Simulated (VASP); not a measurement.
A run of VASP 6.6.1 is set up as follows.

POSCAR

```
CsSi3
1.0
    4.0788500000      0.0000000000      0.0000000000
   -2.0394200000      3.5323900000      0.0000000000
    0.0000000000      0.0000000000      7.5518000000
Cs Si
1 3
Direct
    0.0000000000      0.0000000000      0.5000000000
    0.0000000000      0.0000000000      0.0000000000
    0.3333300000      0.6666700000      0.1090400000
    0.6666700000      0.3333300000      0.8909600000
```

INCAR.step1

```
SYSTEM = CsSi3
ALGO = Normal ; EDIFF = 1E-5
ENCUT = 520 ; GGA = PE
ISIF = 2 ; ISMEAR = -1
LASPH = .True. ; LREAL = .False.
LWAVE = .True. ; NELM = 100
PREC = Accurate ; SIGMA = 0.05
```

The input INCAR.step2:

```
SYSTEM = CsSi3
AEXX = 0.4 ; ALGO = Normal
EDIFF = 1E-6 ; ENCUT = 520
GGA = PE ; HFSCREEN = 0.2
ISIF = 2 ; ISMEAR = -1
ISTART = 1 ; LASPH = .True.
LCHARG = .False. ; LHFCALC = .True.
LREAL = .False. ; LWAVE = .False.
NELM = 100 ; PREC = Accurate
PRECFOCK = Fast ; SIGMA = 0.05
```

The input KPOINTS:

```
k-points
0
Gamma
  4 4 2
  0 0 0
```

Potentials or basis: VASP PAW PBE potentials, release 64 (Cs_sv, Si).

The run is started by

```bash
$ cat potpaw_PBE.64/Cs_sv/POTCAR potpaw_PBE.64/Si/POTCAR > POTCAR
$ cp INCAR.step1 INCAR
$ mpirun -np 1 vasp_std > vasp.out
$ cp INCAR.step2 INCAR
$ mpirun -np 1 vasp_std > vasp.out
```

**Question.** Estimate the band gap on the k mesh.

**Answer.** None (metal or under the smearing width).

**Question.** Predict the pressure.

**Answer.** -1.0 GPa.

Forces on the atoms (eV/Å):
```
Cs   0.000  0.000  0.000
Si   0.000  0.000  0.000
Si   0.000  0.000  0.465
Si   0.000  0.000 -0.465
```

Caveat: the k mesh is coarse (spacing up to 0.44 Å⁻¹), so the values aren't converged, least of all with exact exchange; the PAW data sets were made with another functional, which shifts forces and pressure a little. The run has no spin-orbit coupling, so splittings on Cs are missing.
